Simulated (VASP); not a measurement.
Set up this calculation in VASP 6.6.1, as the native input.

| Item | Value |
| --- | --- |
| Task | relaxation of cell and atoms |
| Functional | PBE |
| Potentials or basis | VASP PAW PBE potentials, release 64 (Sn_d, Bi_d, O) |
| Cutoff | 520 eV |
| k mesh | 3 × 3 × 2 |
| Occupations | gaussian, width 0.15 eV |
| Spin | no spin polarisation |
| Further INCAR settings | PREC = Normal; ALGO = Fast; EDIFF = 0.0001; IBRION = 2; EDIFFG = -0.08; NSW = 24; ISIF = 3 |

The structure of Sn2Bi2O lies in POSCAR:

```
Sn2Bi2O
1.0
    4.4691108400      0.0000000000      0.0000000000
    0.0000000000      4.4691108400      0.0000000000
    0.0000000000      0.0000000000      7.1538050100
Sn Bi O
2 2 1
Direct
    0.0000000000      0.5000000000      0.0000000000
    0.5000000000      0.0000000000      0.0000000000
    0.0000000000      0.0000000000      0.7636718200
    0.0000000000      0.0000000000      0.2363281800
    0.5000000000      0.5000000000      0.5000000000
```

The cell was built by a generator and needn't be a form met in nature.

One way to write it, as run:

INCAR

```
SYSTEM = Sn2Bi2O
PREC = Normal
ENCUT = 520
EDIFF = 1E-4
ISMEAR = 0
SIGMA = 0.15
LREAL = .FALSE.
LASPH = .TRUE.
NELM = 60
ALGO = Fast
ISIF = 3
LWAVE = .FALSE.
LCHARG = .FALSE.
GGA = PE
IBRION = 2
NSW = 24
EDIFFG = -0.08
```

KPOINTS

```
regular mesh
0
G
  3 3 2
  0 0 0
```

Potentials or basis: VASP PAW PBE potentials, release 64 (Sn_d, Bi_d, O).

Launch:

```bash
$ cat potpaw_PBE.64/Sn_d/POTCAR potpaw_PBE.64/Bi_d/POTCAR potpaw_PBE.64/O/POTCAR > POTCAR
$ mpirun -np 1 vasp_std > vasp.out
```

Results of the run:

```
Relaxed volume                         : 27.26 Å³/atom
Relaxed cell                           : a = 4.083 Å, b = 4.083 Å, c = 8.177 Å, α = 90.00°, β = 90.00°, γ = 90.00°
Space group after relaxing (to 0.05 Å) : P4/mmm (No. 123)
Energy gained by relaxing              : 733.4 meV/atom
Ionic steps                            : 15
Pressure after relaxing                : -0.1 GPa
Largest force after relaxing           : 0.055 eV/Å
Band gap on the k mesh                 : none (metal or under the smearing width)
```

Caveat: the k mesh is coarse (spacing up to 0.47 Å⁻¹), so the values aren't converged; spin-orbit coupling is left out, which moves the levels of the heavy elements; the relaxation stopped at a loose force limit of 0.08 eV/Å, so its end isn't a converged minimum.

Run time: 6.5 min on 1 thread of Intel(R) Xeon(R) Platinum 8488C (Sapphire Rapids), on a shared host, peak memory 0.21 GiB.
